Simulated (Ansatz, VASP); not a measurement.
One calculation of GaSbAs2, two programs

```
Ga Sb As
1.0
     4.14224    0.00000    0.00000
     0.00000    4.14224    0.00000
     0.00000    0.00000    6.61410
Ga Sb As
1 1 2
Direct
  0.50000 0.50000 0.00000
  0.00000 0.00000 0.50000
  0.50000 0.00000 0.78659
  0.00000 0.50000 0.21341
```

Alike in both runs: functional PBE; k mesh 10 × 10 × 6; occupations fermi-dirac, width 0.15 eV; no spin polarisation.

Ansatz relaxed the structure, and its values are those at the end. VASP's run is a single point on that final structure, the one shown.

```csv
,VASP,Ansatz
version,VASP 6.6.1,Ansatz 0.2.0
potentials or method,"VASP PAW PBE potentials, release 64 (Ga_d, Sb, As)","scalar-relativistic, plane waves, PAW"
plane-wave cutoff (eV),520,420
valence electrons in the cell,28,58
```

```csv
,VASP,Ansatz,Ansatz less VASP
gap on the k mesh at the Fermi level (eV),none,none,-
pressure (GPa),0.9,0.8,-0.08
rms of the force components (eV/Å),0.003,0.000,-0.0031
```

A gap of «none» marks a metal or a gap that the smearing closes. With one functional, cell and mesh, what is left measures potentials, basis and numerics. The two sets of potentials don't hold the same shells in valence.

Spin-orbit coupling is left out, which matters for the levels of Sb.
